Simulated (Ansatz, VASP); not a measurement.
## Cross-check of BAs between VASP and Ansatz

One calculation is typed for both programs; each brings its own data sets. How far apart do they land? The cell is taken from a series of runs on this material, whose earlier steps may have relaxed, scaled, displaced or heated it; both programs get it as it stands.

Main program and level: Ansatz 0.2.0; plane waves, with VASP 6.6.1 beside it; zone-centre phonons at PBE.

### 1. Starting point

It takes space group F-43m (No. 216, cubic). Conventional cell: a = 4.841 Å, b = 4.841 Å, c = 4.841 Å, α = 90.00°, β = 90.00°, γ = 90.00°. Nearest to B lie 4 As at 2.10 Å. Nearest to As lie 4 B at 2.10 Å. Farther neighbours are not listed.

### 2. Ansatz: zone-centre phonons, PBE, pair 1

Ansatz runs on its PAW soft_1 files.

Second derivatives magnify differences that forces hide, and they need a tight electronic threshold.

Input file input.yaml:

```yaml
crystal:
  lattice:
    - [0.0, 2.4205894027, 2.4205894027]
    - [2.4205894027, 0.0, 2.4205894027]
    - [2.4205894027, 2.4205894027, 0.0]
  atoms:
    - { symbol: B, position: [0.0, 0.0, 0.0] }
    - { symbol: As, position: [0.75, 0.75, 0.75] }
kpoints:
  mp_grid: { grid: [12, 12, 12] }
hamiltonian:
  xc: pbe
  pseudopotentials: { kind: paw, azcp: { folder: soft_1 } }
scf:
  occupations: { method: fixed }
output:
  eigenvalues: true
phonons:
  method: dfpt
  dielectric: true
  rigid_motions: translations
```

Run with:

```sh
ansatz run input.yaml --threads 4 --pin off --max-ram 10240MiB --backend cpu --events-out ev --progress --plain --runs-dir out
```

Numbers of over 12 decimals in the logs are rounded to 6 here.

What it wrote:

```text
Engine: ansatz 0.2.0, aarch64-unknown-linux-gnu
Pseudopotentials: kind: paw
Pseudopotential: B, paw, valence charge 3, recommended cutoff 420 eV (normal), soft_1/B.paw.azcp
Pseudopotential: As, paw, valence charge 15, recommended cutoff 420 eV (normal), soft_1/As.paw.azcp
Functional definition: PBE
  parameter kappa = 0.804
  parameter beta = 0.066725
  exchange = pbe_x(kappa = kappa, mu = beta*pi^2/3)
  correlation = pbe_c(beta = beta)
Crystal: 2 atoms, lattice volume = 28.366 Å³
Basis set: ecut = 420 eV, 537 PW (Γ), exchange–correlation on 48×48×48 points (8 copies of the dense FFT grid, shifted against one another)
Bands: 13, of which v1, the nominal top of the filled ones, is band 9 counted from 1 (8 counted from 0)
Symmetry: 24 space group operations
k-points: 280 of 1728 (irreducible under 4 space group operations, time reversal used)
Non-local potential: B, projectors of the file, l = 0: 2, l = 1: 2, l = 2: 1
Non-local potential: As, projectors of the file, l = 0: 2, l = 1: 2, l = 2: 3, l = 3: 1
PAW form: soft (Blöchl's): semilocal exchange-correlation on the pseudo side does not see the compensation charge
PAW one-centre angular grid: B, 110 points (default); XC on 64 Gauss nodes
PAW one-centre angular grid: As, 590 points (default); XC on 64 Gauss nodes
Initial density: superposition of atomic densities (chi_scale 0.1, normalization cell, long waves kept (reshape's long-wave potential 0.00 eV rms))
Initial wavefunctions: pseudopotential atomic-orbital guess
Functional: x = pbe(κ = 0.804, μ = 0.219515), c = pbe(β = 0.066725)
SCF iter   1: F=—  HF=-5012.675281 eV  |F-HF|=—  |Δ(HF+E_count)|=         —  Δρ=7.29e-2  dr2=1.97e0  ethr=3.10e-3  ⟨swp⟩=4.2  Hψ=18457  notcnv=0  defer=314
preconditioner: auto → none  [insulator: Δε(μ)=1.726 eV  Ē_g=12.111 eV  n_scr=8 (ndim 8)  ℏωp=19.7 eV  f_vac=0.000  ε∞_Penn≈3.7]
SCF iter   2: F=—  HF=-5012.139858 eV  |F-HF|=—  |Δ(HF+E_count)|=   5.35e-1  Δρ=2.52e-2  dr2=1.60e-1  ethr=3.10e-3  ⟨swp⟩=2.5  Hψ=7946  notcnv=0  defer=398
SCF iter   3: F=—  HF=-5012.108376 eV  |F-HF|=—  |Δ(HF+E_count)|=   3.15e-2  Δρ=1.10e-2  dr2=2.35e-2  ethr=8.91e-4  ⟨swp⟩=2.3  Hψ=5509  notcnv=0  defer=521
SCF iter   4: F=—  HF=-5012.107996 eV  |F-HF|=—  |Δ(HF+E_count)|=   3.80e-4  Δρ=4.11e-3  dr2=3.70e-3  ethr=1.30e-4  ⟨swp⟩=2.9  Hψ=5988  notcnv=0  defer=541
SCF iter   5: F=—  HF=-5012.107373 eV  |F-HF|=—  |Δ(HF+E_count)|=   6.23e-4  Δρ=8.45e-4  dr2=1.38e-4  ethr=2.06e-5  ⟨swp⟩=3.0  Hψ=6711  notcnv=0  defer=545
SCF iter   6: F=—  HF=-5012.107396 eV  |F-HF|=—  |Δ(HF+E_count)|=   2.31e-5  Δρ=1.02e-4  dr2=1.80e-6  ethr=7.65e-7  ⟨swp⟩=2.9  Hψ=6530  notcnv=0  defer=470
SCF iter   7: F=—  HF=-5012.107398 eV  |F-HF|=—  |Δ(HF+E_count)|=   1.82e-6  Δρ=7.61e-6  dr2=1.08e-8  ethr=1.00e-8  ⟨swp⟩=2.0  Hψ=4760  notcnv=0
SCF iter   8: F=—  HF=-5012.107398 eV  |F-HF|=—  |Δ(HF+E_count)|=   2.11e-8  Δρ=5.35e-7  dr2=7.17e-11  ethr=1.00e-12  ⟨swp⟩=6.9  Hψ=24232  notcnv=0
SCF iter   9: F=-5012.107398 eV  HF=-5012.107398 eV  |F-HF|=0.00e0  |Δ(HF+E_count)|=  3.82e-11  Δρ=4.43e-8  dr2=5.21e-13  ethr=1.00e-12  ⟨swp⟩=5.9  Hψ=15160  notcnv=0
SCF 1 converged in 9 iterations: F = -5012.107398 eV  dr2 = 5.21e-13
  greatest PAW one-centre occupation: 0.999 electrons in one spin orbital (limit 2), on the As atom at site 1 (counted from 0), in its partial waves of l = 2
NSCF: frozen V_eff on 1 k-points
DFPT response loops at Γ: preconditioner auto → none (the input reference at scf.mixing.eps_inf says where Resta's filter doesn't serve); β = 0.50; Broyden in place of MSR1
── the response to a field inside a basis, on 12×12×12 k-points: an SCF that follows is theirs, and a resumed run solves both again ──
Bands: 10, of which v1, the nominal top of the filled ones, is band 9 counted from 1 (8 counted from 0)
k-points: 182 of 1728 (irreducible under 6 space group operations, time reversal used)
Initial density: handed on by an earlier stage of this run
Initial wavefunctions: pseudopotential atomic-orbital guess (no wavefunctions were taken with the density)
Eigensolver: Dense (182 Hₖ)
SCF iter   1: F=—  HF=-5012.106605 eV  |F-HF|=—  |Δ(HF+E_count)|=         —  Δρ=1.11e-4  dr2=8.82e-7  ethr=1.00e-1
preconditioner: auto → none  [insulator: Δε(μ)=1.376 eV  Ē_g=9.460 eV  n_scr=8 (ndim 8)  ℏωp=19.7 eV  f_vac=0.002  ε∞_Penn≈5.3]
SCF iter   2: F=—  HF=-5012.106606 eV  |F-HF|=—  |Δ(HF+E_count)|=   1.08e-6  Δρ=6.04e-5  dr2=2.92e-7  ethr=4.90e-9
SCF iter   3: F=-5012.106607 eV  HF=-5012.106607 eV  |F-HF|=1.98e-8  |Δ(HF+E_count)|=   4.58e-7  Δρ=1.17e-5  dr2=2.42e-8  ethr=1.62e-9
SCF 1 converged in 3 iterations: F = -5012.106607 eV  dr2 = 2.42e-8
DFPT response loops at Γ: mixed as the last ones told, above
SCF converged after 9 iterations
Free energy (F): -5012.107398 eV
Harris-Foulkes:  -5012.107398 eV  (|F-HF|=0.00e0)
Internal energy: -5012.107398 eV  (E = F + TS)
E sigma→0 (E₀):  -5012.107398 eV
Fermi energy:    10.088834 eV
--- Per-component energies (eV) ---
  E_band       = -227.238573
  E_kinetic    = 145.169694
  E_local      = -1989.919466  (includes V_loc(G=0)·N_el)
  E_nonlocal   = -384.214939
  E_hartree    = 1114.894127
  E_xc         = -102.725584
  E_vxc        = -111.815111  (∫ρ·V_xc dr)
  E_paw        = -2092.414581  (= ΣΔE_a)
  E_vpaw       = -116.246984  (= ΣTr[D̂ρ^β])
  E_aug_tail   = -0.000001  (compensation charges beyond the density's cutoff)
  E_ewald      = -1702.896648
  E_smearing   = -0.000000  (= −TS)
  E_closure    = -0.000000  (closes the sum)
  Σ components = -5012.107398   (vs F -5012.107398, Δ=0.00e0)
--- Band table (eV; the first three rows and the last of 280) ---
  k-point 0: bands = [... 5 lower, -4.9537, 10.0888, 10.0888, 10.0888, 13.3194, 13.3194, 13.3194, 14.2562]
  k-point 1: bands = [... 5 lower, -4.8438, 9.0644, 9.8806, 9.8806, 13.3920, 13.5947, 13.5947, 14.9649]
  k-point 2: bands = [... 5 lower, -4.5181, 7.1948, 9.4371, 9.4371, 13.2013, 14.1733, 14.1733, 16.3843]
  k-point 279: bands = [... 5 lower, -0.8411, 2.2178, 4.8482, 5.1335, 15.3434, 15.8099, 16.8162, 16.8844]
--- Phonons (Γ-DFPT): 2 representative perturbations + reference, on 280 of 1728 k-points (Σ response iterations 6) ---
  k mesh reduced under 4 symmetry operations, with k and −k counted as one. Each operation leaves every solved perturbation unchanged. A smaller set is not considered because the run solves the response to a homogeneous field
  ASR residual: 3.153e-5 → 0.000e0 eV/Å²; symmetrization residual: 5.119e-7 eV/Å²
  ASR residual per site (eV/Å²): 3.15e-5 1.03e-5
  Γ frequencies (cm⁻¹): 0.00 0.00 0.00 663.87 663.87 663.87
  ε∞ (high-frequency dielectric tensor):
        9.951491    -0.000000    -0.000000
       -0.000000     9.951491     0.000000
       -0.000000     0.000000     9.951491
  ε⁰ (static dielectric tensor: ions relaxed, cell fixed):
       10.012730    -0.000000    -0.000000
       -0.000000    10.012730     0.000000
       -0.000000     0.000000    10.012730
  ε⁰ − ε∞ (ionic part):
        0.061239     0.000000    -0.000000
        0.000000     0.061239     0.000000
       -0.000000     0.000000     0.061239
  softest optical mode at Γ: 663.87 cm⁻¹; the repairs (sum rule, projections) moved no ω² at Γ by more than (0.93 cm⁻¹)²
  Born effective charges Z* (e; rows j = field, columns β = displacement):
    site 0:
        -0.38338   -0.00000    0.00000
         0.00000   -0.38338   -0.00000
         0.00000   -0.00000   -0.38338
    site 1:
         0.38338    0.00000   -0.00000
        -0.00000    0.38338    0.00000
        -0.00000    0.00000    0.38338
  Z* charge neutrality: 7.006e-5 e pre-enforcement
  solved inside a basis spanned on kpoints, on 12×12×12 k-points, its susceptibility summed on 16×16×16: ε∞ is read to err by 2.8e-2, Z* by 1.5e-2 e (field_mesh: kpoints solves on kpoints); Z* is corrected for what the basis lacks
  optical modes at Γ without the LO–TO term, one row a degenerate level:
      ω (cm⁻¹)  modes    IR ((D/Å)²/amu)
        663.87      3             1.0768
  optical modes at Γ + LO–TO along q̂ = [1.0000, 0.0000, 0.0000]:
      ω (cm⁻¹)  modes    IR ((D/Å)²/amu)
        663.87      2             0.7179
        665.91      1             0.3589
  optical modes at Γ + LO–TO along q̂ = [0.0000, 1.0000, 0.0000]:
      ω (cm⁻¹)  modes    IR ((D/Å)²/amu)
        663.87      2             0.7179
        665.91      1             0.3589
  optical modes at Γ + LO–TO along q̂ = [0.0000, 0.0000, 1.0000]:
      ω (cm⁻¹)  modes    IR ((D/Å)²/amu)
        663.87      2             0.7179
        665.91      1             0.3589
```

(Continued in part 2 of 3.)

[Lines on the potential files, build, host, timing and source positions are cut from VASP's logs without a mark.]

[Logs are printed without paths, hosts, clocks, repeated set-up lines and the standing remarks that a program may print on its own settings, such as how far it seeks lower states.]

[Hosts, paths, dates, database ids (printed as entryN), source tags and the programs' standing remarks are cut or masked in the printed files.]
